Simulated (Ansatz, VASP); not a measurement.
# LuAlAs2 (alpha-NaFeO2 type (invented)) in two plane-wave programs

One calculation is typed for both programs; each brings its own data sets. How far apart do they land? The cell is generated by rule, not measured, and may not be a known phase. The cell is taken from a series of runs on this material, whose earlier steps may have relaxed, scaled, displaced or heated it; both programs get it as it stands.

Method: plane waves, with VASP 6.6.1 beside it; relaxation of cell and atoms at PBE, in Ansatz 0.2.0.

### Step 1. The starting structure

The structure is trigonal, space group R-3m (No. 166). The conventional cell has a = 3.900 Å, b = 3.900 Å, c = 19.102 Å, α = 90.00°, β = 90.00°, γ = 120.00°. Al has 6 As at 2.66 Å nearest. Lu has 6 As at 2.86 Å nearest. Nearest to As lie 3 Al at 2.66 Å and 3 Lu at 2.86 Å. Farther neighbours are not listed.

### Step 2. Ansatz: relaxation of cell and atoms, PBE

Ansatz runs on its default PAW (the set named soft_2) files.

The relaxed volume is the usual yardstick between codes: in a stiff, nearly cubic crystal its relative difference is about their pressure difference at one cell divided by the bulk modulus.

input.yaml reads:

```yaml
crystal:
  lattice:
    - [1.9499231189, 1.1257886376, 6.3673539817]
    - [-1.9499231189, 1.1257886376, 6.3673539817]
    - [0.0, -2.2515772752, 6.3673539817]
  atoms:
    - { symbol: Al, position: [1.0, 0.0, 0.0] }
    - { symbol: Lu, position: [0.5, 0.5, 0.5] }
    - { symbol: As, position: [0.2588102279, 0.2588102279, 0.2588102279] }
    - { symbol: As, position: [0.7411897721, 0.7411897721, 0.7411897721] }
kpoints:
  mp_grid: { grid: [12, 12, 12] }
hamiltonian:
  xc: pbe
scf:
  occupations: { method: gaussian, width: 0.1 }
output:
  forces: true
  stress: true
  eigenvalues: true
relax:
  adjacent_minimum: "off"
  f_tol: 0.005
  max_steps: 80
  cell: { stress_tol: 0.05 }
```

Run with:

```
$ ansatz run input.yaml --threads 2 --pin off --max-ram 5120MiB --backend cpu --events-out ev --progress --plain --runs-dir out
```

Numbers of over 12 decimals in the logs are rounded to 6 here.

The log of the run:

```text
basis.fft_grid_basis auto: the FFT boxes are laid along the combinations [[1, 0, -1], [0, 1, -1], [0, 0, 1]] of the cell's own vectors, 3.900, 3.900 and 6.754 Å long. The dense box has 27×27×48 points. Along the cell's own vectors, as sized, it would have 48×48×48, 3.16 times as many. Of the 12 symmetry operations that the crystal satisfies within crystal.symmetry.tolerance (time reversal apart; of a slab, those that [...]
Engine: ansatz 0.2.0, x86_64-unknown-linux-gnu
Pseudopotentials: kind: paw
Pseudopotential: Al, paw, valence charge 3, recommended cutoff 420 eV (normal), Al.paw.azcp
Pseudopotential: Lu, paw, valence charge 25, recommended cutoff 420 eV (normal), Lu.paw.azcp
Pseudopotential: As, paw, valence charge 15, recommended cutoff 420 eV (normal), As.paw.azcp
Functional definition: PBE
  parameter kappa = 0.804
  parameter beta = 0.066725
  exchange = pbe_x(kappa = kappa, mu = beta*pi^2/3)
  correlation = pbe_c(beta = beta)
Crystal: 4 atoms, lattice volume = 83.866 Å³
Basis set: ecut = 420 eV, 1701 PW (Γ), FFT grids on a1−a3, a2−a3, a3, exchange–correlation on 54×54×96 points (8 copies of the dense FFT grid, shifted against one another)
Bands: 35, of which v1, the nominal top of the filled ones, is band 29 counted from 1 (28 counted from 0)
Symmetry: 12 space group operations
Space group: R-3m (ITA 166), of the structure as read, at distance tolerance 4.4e-5 Å
k-points: 189 of 1728
Non-local potential: Al, projectors of the file, l = 0: 2, l = 1: 2, l = 2: 1
Non-local potential: Lu, projectors of the file, l = 0: 3, l = 1: 2, l = 2: 2, l = 3: 3
Non-local potential: As, projectors of the file, l = 0: 2, l = 1: 2, l = 2: 3, l = 3: 1
PAW form: soft (Blöchl's): semilocal exchange-correlation on the pseudo side does not see the compensation charge
PAW one-centre angular grid: Al, 110 points (default); XC on 64 Gauss nodes
PAW one-centre angular grid: Lu, 590 points (default); XC on 64 Gauss nodes
PAW one-centre angular grid: As, 590 points (default); XC on 64 Gauss nodes
Initial density: superposition of atomic densities (neutral atoms: chi_scale 0, normalization atom), corrected by the library's trained network
Initial wavefunctions: pseudopotential atomic-orbital guess
Functional: x = pbe(κ = 0.804, μ = 0.219515), c = pbe(β = 0.066725)
SCF iter   1: F=—  HF=-24985.085093 eV  |F-HF|=—  |Δ(HF+E_count)|=         —  Δρ=1.66e-3  dr2=3.17e-3  ethr=1.77e-3  ⟨swp⟩=7.2  Hψ=30232  notcnv=0
preconditioner: auto → Kerker (q_TF=auto, 2.566 Å⁻¹)  [metal: Δε(μ)=0.036 eV  Ē_g=8.043 eV  σ=0.100 eV  W_gap=0.20  n_scr=28 (ndim 8)  ℏωp=22.2 eV  f_vac=0.000  D(μ)=0.52/eV (n_scr^D=2)]
SCF iter   2: F=—  HF=-24985.082863 eV  |F-HF|=—  |Δ(HF+E_count)|=   2.23e-3  Δρ=1.01e-3  dr2=1.42e-3  ethr=5.47e-6  ⟨swp⟩=3.0  Hψ=16521  notcnv=0  defer=9
SCF iter   3: F=—  HF=-24985.082834 eV  |F-HF|=—  |Δ(HF+E_count)|=   2.89e-5  Δρ=4.45e-4  dr2=2.45e-4  ethr=2.45e-6  ⟨swp⟩=2.3  Hψ=9874  notcnv=0  defer=9
SCF iter   4: F=—  HF=-24985.082730 eV  |F-HF|=—  |Δ(HF+E_count)|=   1.05e-4  Δρ=2.63e-4  dr2=7.41e-5  ethr=4.23e-7  ⟨swp⟩=3.0  Hψ=13144  notcnv=0  defer=9
SCF iter   5: F=—  HF=-24985.082696 eV  |F-HF|=—  |Δ(HF+E_count)|=   3.35e-5  Δρ=1.40e-4  dr2=2.37e-5  ethr=1.28e-7  ⟨swp⟩=2.5  Hψ=12940  notcnv=0  defer=9
SCF iter   6: F=—  HF=-24985.082686 eV  |F-HF|=—  |Δ(HF+E_count)|=   1.02e-5  Δρ=4.45e-5  dr2=3.89e-6  ethr=4.09e-8  ⟨swp⟩=2.4  Hψ=9646  notcnv=0  defer=9
SCF iter   7: F=—  HF=-24985.082686 eV  |F-HF|=—  |Δ(HF+E_count)|=   3.42e-8  Δρ=2.48e-5  dr2=5.15e-7  ethr=6.70e-9  ⟨swp⟩=2.0  Hψ=10122  notcnv=0  defer=9
SCF iter   8: F=-24985.082686 eV  HF=-24985.082686 eV  |F-HF|=1.34e-8  |Δ(HF+E_count)|=   5.33e-8  Δρ=3.68e-6  dr2=1.81e-8  ethr=1.72e-10  ⟨swp⟩=10.1  Hψ=43004  notcnv=0
SCF 1 converged in 8 iterations: F = -24985.082686 eV  dr2 = 1.81e-8
  greatest PAW one-centre occupation: 0.999 electrons in one spin orbital (limit 2), on the As atom at site 3 (counted from 0), in its partial waves of l = 2
relax step   1: F+E_penalty+E_count = -24985.08268580 eV  Δ(F+E_penalty+E_count) = +0.000e0 eV  max|allowed force component| = 3.852e-2 eV/Å  Δτ_max = 0.0000 Å  P = -0.225 GPa  Ω = 83.866 Å³  (8 SCF iters, dr2 threshold 1.00e-7 eV, accepted)
[...]
relax step   2: F+E_penalty+E_count = -24985.08229150 eV  Δ(F+E_penalty+E_count) = +3.943e-4 eV  max|allowed force component| = 7.795e-2 eV/Å  Δτ_max = 0.0109 Å  P = +0.271 GPa  Ω = 83.377 Å³  energy of the carried Pulay correction = +1.173e-4 eV  (7 SCF iters, dr2 threshold 1.89e-7 eV, rejected (line search))
[...]
relax step   3: F+E_penalty+E_count = -24985.08308011 eV  Δ(F+E_penalty+E_count) = -3.943e-4 eV  max|allowed force component| = 1.516e-3 eV/Å  Δτ_max = 0.0034 Å  P = +0.003 GPa  Ω = 83.634 Å³  energy of the carried Pulay correction = +5.559e-5 eV  (10 SCF iters, accepted)
[...]
relax step   4: F+E_penalty+E_count = -24985.08302574 eV  Δ(F+E_penalty+E_count) = +5.437e-5 eV  max|allowed force component| = 1.514e-3 eV/Å  Δτ_max = 0.0000 Å  P = +0.003 GPa  Ω = 83.634 Å³  stress off target by 4.58e-3 GPa  SCF on the basis re-selected at this cell (its energy is not comparable with the rows above)  (5 SCF iters)
basis re-selected at this cell: Δ(F+E_penalty+E_count) = +5.437e-5 eV, ΔP = -0.001 GPa vs the last step (what re-selecting the basis moved, of the pressure what is left beyond the Pulay correction that the steps carried, after the strain that the cell walked since its last selection, with what the two solves' SCF thresholds leave and, on support functions, any second-order correction that the steps lacked; it is no m [...]
SCF converged after 5 iterations
Free energy (F): -24985.083026 eV
Harris-Foulkes:  -24985.083026 eV  (|F-HF|=3.64e-12)
Internal energy: -24985.080360 eV  (E = F + TS)
E sigma→0 (E₀):  -24985.081693 eV
Entropy (-TS):   -0.002665 eV (-0.666 meV/atom)
Fermi energy:    11.725443 eV
--- Per-component energies (eV) ---
  E_band       = -444.083115
  E_kinetic    = 650.068656
  E_local      = -11122.996173  (includes V_loc(G=0)·N_el)
  E_nonlocal   = -756.046346
  E_hartree    = 5209.781088
  E_xc         = -418.235394
  E_vxc        = -448.471918  (∫ρ·V_xc dr)
  E_paw        = -11511.374477  (= ΣΔE_a)
  E_vpaw       = 813.800307  (= ΣTr[D̂ρ^β])
  E_aug_tail   = 0.000037  (compensation charges beyond the density's cutoff)
  E_ewald      = -7036.277752
  E_smearing   = -0.002665  (= −TS)
  E_closure    = 0.000000  (closes the sum)
  Σ components = -24985.083026   (vs F -24985.083026, Δ=0.00e0)
--- Forces (eV/Å), atoms counted from 1 ---
  atom   1  Al    -0.00000000     0.00000000    -0.00000000
  atom   2  Lu    -0.00000000     0.00000000     0.00000000
  atom   3  As     0.00000000     0.00000000    -0.00151397
  atom   4  As    -0.00000000    -0.00000000     0.00151397
  max |Σ_I F_I| component: 2.17e-19 eV/Å
--- Stress (GPa, compression-positive) ---
        0.004583       0.000000      -0.000000
        0.000000       0.004583      -0.000000
       -0.000000      -0.000000      -0.001116
  P = ⅓ Tr σ = 0.0027 GPa (0.027 kbar)
--- Band table (eV; the first three rows and the last of 189) ---
  k-point 0: bands = [... 25 lower, 10.1921, 11.6858, 11.6858, 12.1610, 12.9574, 13.9094, 13.9094, 14.1736, ... 2 higher]
  k-point 1: bands = [... 25 lower, 10.1222, 10.9753, 11.5411, 11.9720, 13.1920, 13.8594, 14.1943, 14.5109, ... 2 higher]
  k-point 2: bands = [... 25 lower, 9.8940, 9.9027, 11.3265, 11.3540, 13.1455, 13.6617, 14.7351, 14.7775, ... 2 higher]
  k-point 188: bands = [... 25 lower, 10.3743, 10.3743, 11.4723, 11.4723, 13.5206, 13.8221, 13.8221, 14.5042, ... 2 higher]
--- Relaxed structure (3 steps of the walk, 2 accepted, 1 SCFs on fresh bases) ---
  F+E_penalty+E_count = -24985.08302574 eV   max|allowed force component| = 1.514e-3 eV/Å   (the final SCF, on the basis selected at the relaxed cell)
  cell:  # Å, volume = 83.6337 Å³
    - [1.947046, 1.124128, 6.368512]
    - [-1.947046, 1.124128, 6.368512]
    - [-1.0558496438825115e-18, -2.248255, 6.368512]
  atoms:
    - { symbol: Al, position: [1.0, 5.551115123125783e-17, 0.0] }
    - { symbol: Lu, position: [0.5, 0.5, 0.5] }
    - { symbol: As, position: [0.258633, 0.258633, 0.258633] }
    - { symbol: As, position: [0.741367, 0.741367, 0.741367] }
```

### Step 3. VASP: relaxation of cell and atoms, PBE

The same cell, functional, mesh and smearing now go to VASP, with its own data sets.

Lines of VASP's logs that name or quote its potential files are left out, and so is its time.

INCAR reads:

```
SYSTEM = LuAlAs2
PREC = Accurate
ENCUT = 500
EDIFF = 1E-07
NELM = 120
ISMEAR = 0
SIGMA = 0.1
LREAL = .FALSE.
ALGO = Normal
GGA = PE
NBANDS = 17
LORBIT = 11
LWAVE = .FALSE.
LCHARG = .FALSE.
ISIF = 3
IBRION = 2
NSW = 80
EDIFFG = -0.005
LASPH = .TRUE.
GGA_COMPAT = .FALSE.
NELMIN = 4
KPAR = 2
```

POSCAR reads:

```
LuAlAs2
1.0
    1.9499230000      1.1257890000      6.3673540000
   -1.9499230000      1.1257890000      6.3673540000
    0.0000000000     -2.2515770000      6.3673540000
Al Lu As
1 1 2
Direct
    0.0000000000      0.0000000000      0.0000000000
    0.4999999260      0.4999999260      0.5000001480
    0.2588101886      0.2588101886      0.2588103035
    0.7411896634      0.7411896634      0.7411899926
```

KPOINTS reads:

```
Automatic mesh
0
Gamma
12 12 12
0 0 0
```

Potentials, in the order of the species: Al, Lu_3 and As (PBE family, release 64).

Run with:

```
$ mpirun -np 2 vasp_std
```

The log of the run:

```text
[banner, memory and clock lines left out]
running    2 mpi-ranks, on    1 nodes
 distrk:  each k-point on    1 cores,    2 groups
 distr:  one band on    1 cores,    1 groups

 POSCAR found type information on POSCAR AlLuAs
 POSCAR found :  3 types and       4 ions
 LDA part: xc-table for (Slater+PW92), standard interpolation
 POSCAR, INCAR and KPOINTS ok, starting setup
 FFT: planning ... GRIDC
 FFT: planning ... GRID_SOFT
 FFT: planning ... GRID
 WAVECAR not read
 entering main loop
       N       E                     dE             d eps       ncg     rms          rms(c)
DAV:   1     0.781839741811E+02    0.78184E+02   -0.91010E+03  9494   0.119E+03
DAV:   2    -0.146335498200E+02   -0.92818E+02   -0.90011E+02 10787   0.434E+02
DAV:   3    -0.208753439158E+02   -0.62418E+01   -0.59551E+01 10554   0.128E+02
DAV:   4    -0.210416357583E+02   -0.16629E+00   -0.16420E+00 10487   0.173E+01
DAV:   5    -0.210437448682E+02   -0.21091E-02   -0.21052E-02 10467   0.101E+00    0.209E+01
DAV:   6    -0.205200599385E+02    0.52368E+00   -0.12526E+00 11380   0.102E+01    0.136E+01
DAV:   7    -0.205188943093E+02    0.11656E-02   -0.72325E-01 11716   0.821E+00    0.122E+00
DAV:   8    -0.204921129763E+02    0.26781E-01   -0.13432E-01 11276   0.333E+00    0.258E-01
DAV:   9    -0.204921764344E+02   -0.63458E-04   -0.48037E-03  9978   0.447E-01    0.136E-01
DAV:  10    -0.204922135347E+02   -0.37100E-04   -0.27022E-04 10388   0.143E-01    0.578E-02
DAV:  11    -0.204922363525E+02   -0.22818E-04   -0.49157E-05 10748   0.487E-02    0.104E-02
DAV:  12    -0.204922351522E+02    0.12003E-05   -0.64513E-06 11092   0.237E-02    0.538E-03
DAV:  13    -0.204922348861E+02    0.26610E-06   -0.57189E-07 10506   0.679E-03    0.708E-04
DAV:  14    -0.204922348509E+02    0.35221E-07   -0.36674E-08  5612   0.133E-03
   1 F= -.20492235E+02 E0= -.20490966E+02  d E =-.204922E+02
[...]
2 F= -.20492602E+02 E0= -.20491331E+02  d E =-.367151E-03
[...]
3 F= -.20492602E+02 E0= -.20491332E+02  d E =-.367375E-03
[...]
4 F= -.20492727E+02 E0= -.20491455E+02  d E =-.125232E-03
 trial-energy change:   -0.000125  1 .order   -0.000127   -0.000198   -0.000055
 step:   1.4167(harm=  1.3781)  dis= 0.00329  next Energy=   -20.492739 (dE=-0.137E-03)
 bond charge predicted
       N       E                     dE             d eps       ncg     rms          rms(c)
DAV:   1    -0.204927436147E+02   -0.16155E-04   -0.12153E-03  9311   0.425E-01    0.151E-02
DAV:   2    -0.204927408073E+02    0.28074E-05   -0.74723E-05 10129   0.721E-02    0.112E-02
DAV:   3    -0.204927387239E+02    0.20834E-05   -0.47054E-06 11526   0.275E-02    0.484E-03
DAV:   4    -0.204927380025E+02    0.72139E-06   -0.80262E-07 10957   0.134E-02    0.204E-03
DAV:   5    -0.204927378101E+02    0.19236E-06   -0.84377E-08  7257   0.699E-03    0.117E-03
DAV:   6    -0.204927377467E+02    0.63455E-07   -0.30952E-08  3803   0.304E-03
   5 F= -.20492738E+02 E0= -.20491464E+02  d E =-.135521E-03
 curvature:  -0.88 expect dE=-0.602E-06 dE for cont linesearch -0.931E-07
 trial: gam= 0.01106 g(F)=  0.282E-06 g(S)=  0.404E-06 ort =-0.522E-05 (trialstep = 0.108E+01)
 search vector abs. value=  0.602E-06
 reached required accuracy - stopping structural energy minimisation
```

OUTCAR, selected parts (step 3):

```text
ion  position               nearest neighbor table
   1  0.000  0.000  0.000-   4 2.66   4 2.66   3 2.66   3 2.66   3 2.66   4 2.66
   2  0.500  0.500  0.500-   4 2.86   3 2.86   4 2.86   4 2.86   3 2.86   3 2.86
   3  0.259  0.259  0.259-   1 2.66   1 2.66   1 2.66   2 2.86   2 2.86   2 2.86
   4  0.741  0.741  0.741-   1 2.66   1 2.66   1 2.66   2 2.86   2 2.86   2 2.86

  LATTYP: Found a trigonal (rhomboedric) cell.
 ALAT       =     6.7537247160
 COS(alpha) =     0.8332836190

 Subroutine GETGRP returns: Found 12 space group operations
 (whereof 12 operations were pure point group operations)

The static configuration has the point symmetry D_3d.

 Found    189 irreducible k-points:

   k-points           NKPTS =    189   k-points in BZ     NKDIM =    189   number of bands    NBANDS=     17

   dimension x,y,z NGX =    50 NGY =   50 NGZ =   50
   dimension x,y,z NGXF=   100 NGYF=  100 NGZF=  100

   ENCUT  =  500.0 eV  36.75 Ry    6.06 a.u.  12.31 12.31 12.31*2*pi/ulx,y,z

   NELECT =      22.0000    total number of electrons

 k-points in reciprocal lattice and weights: Automatic mesh
   0.00000000  0.00000000  0.00000000       0.001
   0.08333333  0.00000000  0.00000000       0.003
   0.16666667  0.00000000  0.00000000       0.003
   0.25000000  0.00000000 -0.00000000       0.003
   0.33333333  0.00000000  0.00000000       0.003
   0.41666667 -0.00000000  0.00000000       0.003
   0.50000000  0.00000000 -0.00000000       0.002
   0.08333333  0.08333333  0.00000000       0.003
   0.16666667  0.08333333 -0.00000000       0.007
[...]
-0.41666667  0.50000000  0.41666667       0.003
   0.50000000  0.50000000  0.50000000       0.001

 average (electrostatic) potential at core
       1 -76.1653       2 -30.6661       3 -48.7120       4 -48.7120

 E-fermi :   5.1975

 k-point     1 :       0.0000    0.0000    0.0000
  band No.  band energies     occupation
    ...
      6      -0.8367      2.00000
      7       3.6736      2.00000
      8       3.6736      2.00000
      9       5.1283      1.67223
     10       5.1283      1.67222
     11       5.6082      0.00000
     12       6.4647      0.00000
     13       7.4046      0.00000
     14       7.4046      0.00000
     15       7.6658      0.00000
    ...

 k-point     2 :       0.0833    0.0000    0.0000
  band No.  band energies     occupation
    ...
      6      -0.7271      2.00000
      7       3.2652      2.00000
      8       3.6013      2.00000
      9       4.4226      2.00000
     10       4.9895      1.99673
     11       5.4354      0.00077
     12       6.7025      0.00000
     13       7.3523      0.00000
     14       7.6871      0.00000
     15       7.9736      0.00000
    ...

 k-point     3 :       0.1667    0.0000    0.0000
  band No.  band energies     occupation
    ...
      7       2.4062      2.00000
      8       3.3405      2.00000
      9       3.3778      2.00000
     10       4.7826      2.00000
     11       4.8283      2.00000
     12       6.6458      0.00000
     13       7.1529      0.00000
     14       8.2288      0.00000
     15       8.2696      0.00000
     16       8.5027      0.00000
    ...

  Total        0.0033990      0.0033990     -0.0032203      0.0000000     -0.0000000      0.0000000
  in kB        0.0650761      0.0650761     -0.0616554      0.0000000     -0.0000000      0.0000000
  external PRESSURE =       0.0228322 kB  Pullay stress =       0.0000000 kB

  energy-cutoff  :      500.00
  volume of cell :       83.68
      direct lattice vectors                 reciprocal lattice vectors
     1.949084955  1.125305154  6.359000187     0.256530634  0.148108018  0.052419134
    -1.949084955  1.125305154  6.359000187    -0.256530634  0.148108018  0.052419134
     0.000000000 -2.250609309  6.359000188     0.000000000 -0.296216036  0.052419157

 POSITION                                       TOTAL-FORCE (eV/Angst)
 -----------------------------------------------------------------------------------
     -0.00000      0.00000      0.00000         0.000000      0.000000     -0.000000
      0.00000     -0.00000      9.53850         0.000000      0.000000      0.000000
      0.00000     -0.00000      4.93109         0.000000      0.000000      0.001709
      0.00000     -0.00000     14.14591        -0.000000     -0.000000     -0.001709
 -----------------------------------------------------------------------------------
    total drift:                               -0.000000      0.000242     -0.000000

  FREE ENERGIE OF THE ION-ELECTRON SYSTEM (eV)
  ---------------------------------------------------
  free  energy   TOTEN  =       -20.4927377467 eV

  energy  without entropy=      -20.4901912019  energy(sigma->0) =      -20.49146447

 reached required accuracy - stopping structural energy minimisation

 total charge
# of ion       s       p       d       tot
------------------------------------------
    1        0.365   0.296   0.000   0.661
    2        0.370   6.542   0.958   7.870
    3        1.210   1.645   0.021   2.876
    4        1.210   1.645   0.021   2.876
--------------------------------------------------
tot          3.155  10.129   1.000  14.284

[... 3 further parts left out ...]
```

CONTCAR:

```
LuAlAs2
   1.00000000000000
     1.9490849549732443    1.1253051537700243    6.3590001874420565
    -1.9490849549732443    1.1253051537700243    6.3590001874420565
     0.0000000000000000   -2.2506093092849397    6.3590001876744404
  Al              Lu              As
     1     1     2
Direct
     0.0000000000000000    0.0000000000000000    0.0000000000000000
     0.4999999260000010    0.4999999260000010    0.5000001479999980
     0.2584836349713757    0.2584836349713757    0.2584837498713907
     0.7415162170286262    0.7415162170286262    0.7415165462286073
```

### Step 4. Side by side

Known differences besides the potentials themselves: the data sets hold 58 valence electrons in Ansatz (on its default PAW (the set named soft_2) files) and 22 in VASP; the cutoff is 420 eV in Ansatz and 500 eV in VASP; Ansatz adds a Pulay correction to the stress that steers its cell, VASP none. Total energies have different zeros and are not compared.

Both answers:

| quantity | Ansatz | VASP | difference |
| --- | --- | --- | --- |
| volume (Å³) | 83.63 | 83.68 | -0.06 % |
| edge a after relaxation, in the typed setting (Å) | 6.754 | 6.745 | +0.12 % |

### Step 5. Results

* difference in edge a after relaxation, in the typed setting (relaxation of cell and atoms, PBE): 0.12 %

**Reading.** The difference in edge a after relaxation, in the typed setting is 0.12 % (relaxation of cell and atoms, PBE), within the 1.2 % picked in this series as the mark of a large difference, as far as the stopping tolerances let one tell. The data sets hold unlike numbers of valence electrons (58 in Ansatz and 22 in VASP), so part of the differences comes from the potentials. 1 further run of this series is not shown here. How closely two codes agree says nothing of how well the functional describes the real material.

[Lines on the potential files, build, host, timing and source positions are cut from VASP's logs without a mark.]

[Logs are printed without paths, hosts, clocks, repeated set-up lines and the standing remarks that a program may print on its own settings, such as how far it seeks lower states.]

[Hosts, paths, dates, database ids (printed as entryN), source tags and the programs' standing remarks are cut or masked in the printed files.]
